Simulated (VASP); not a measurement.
Level of theory: Hartree-Fock, VASP's PBE PAW potentials (set 64) (plane waves; VASP).

VASP input:

File KPOINTS:
```
Automatic
0
gamma
8 8 8
```

File POSCAR:
```
SiC
1
    0.0000000000     2.1896998039     2.1896998039
    2.1896998039     0.0000000000     2.1896998039
    2.1896998039     2.1896998039     0.0000000000
Si C
1 1
Direct
  0.0000000000   0.0000000000   0.0000000000
  0.2500000000   0.2500000000   0.2500000000
```

**INCAR**
```
# general
SYSTEM   = SiC
PREC     = Accurate
ENCUT    = 520   # plane-wave cut-off (eV)
LREAL    = .FALSE.
LASPH    = .TRUE.
ISYM     = 3

# electronic loop
EDIFF    = 1E-6   # SCF stop (eV)
NELM     = 60   # most electronic steps
ALGO     = Normal   # blocked Davidson

# smearing
ISMEAR   = 0   # Gaussian
SIGMA    = 0.05   # width (eV)

# functional
GGA      = PE
AGGAC    = 0.0
ALDAC    = 0.0
LHFCALC  = .TRUE.
AEXX     = 1.0
HFRCUT   = -1
PRECFOCK = Fast

# ions
ISIF     = 2

# output
LWAVE    = .FALSE.
LCHARG   = .FALSE.
```

### KPOINTS_OPT
```
k-points along high-symmetry lines
11
Line-mode
Reciprocal
  0.000000   0.000000   0.000000 ! GAMMA
 -0.500000  -0.500000   0.000000 ! X

 -0.500000  -0.500000   0.000000 ! X
 -0.375000  -0.375000   0.250000 ! U

 -0.375000  -0.000000   0.375000 ! K
  0.000000   0.000000   0.000000 ! GAMMA

  0.000000   0.000000   0.000000 ! GAMMA
 -0.000000  -0.000000   0.500000 ! L

 -0.000000  -0.000000   0.500000 ! L
 -0.500000  -0.250000   0.250000 ! W

 -0.500000  -0.250000   0.250000 ! W
 -0.500000  -0.500000   0.000000 ! X
```

POTCAR, in this order: Si C (PBE.64 set). Program: vasp_std. Read from the step before: WAVECAR.

Q: What will the output report for the number of irreducible k-points (NKPTS), largest plane-wave count, number of space-group operations, FFT grid (NGX, NGY, NGZ)?

A: 
| Quantity | Value |
|---|---|
| number of irreducible k-points (NKPTS) | 29 |
| largest plane-wave count | 588 |
| number of space-group operations | 24 |
| FFT grid (NGX, NGY, NGZ) | 24 × 24 × 24 |

The compound is SiC in the zinc blende structure. It was relaxed first. The cell's shape comes from a PBE relaxation.
